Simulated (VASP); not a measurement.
Consider the following.

```
AlBN2
1.0
   -0.01251     4.03875     4.03848
    4.02616     0.00007     4.02589
    2.01312     2.01312     0.00000
B N Al
2 4 2
Direct
  0.98678   0.00440   0.00882
  0.98678   0.50440   0.00882
  0.09951   0.13350   0.26699
  0.09951   0.63350   0.26699
  0.66160   0.11280   0.22560
  0.66160   0.61280   0.22560
  0.50211   0.99930   0.99859
  0.50211   0.49930   0.99859
```

Level of theory: PBEsol GGA, VASP's PBE PAW potentials (set 64) (plane waves; VASP). Numerical set-up: 520 eV cut-off, 6×6×11 Γ-centred mesh, tetrahedra with Blöchl corrections, potentials B N Al.

Q: Predict the energy per atom (σ→0), band gap (on the k-mesh) with the smallest direct gap where there is one.

A: 
| Property | Result |
|---|---|
| band gap (on the k-mesh) | 3.01 eV |
| smallest direct gap (on the k-mesh) | 3.01 eV |
| energy per atom (σ→0) | -8.115 eV/atom |

Only differences to runs with the same potentials and settings are physical.

The structure was generated: Al2B2N4 was put into an ordered model structure (R3m), which need not be its known phase. It was relaxed first.
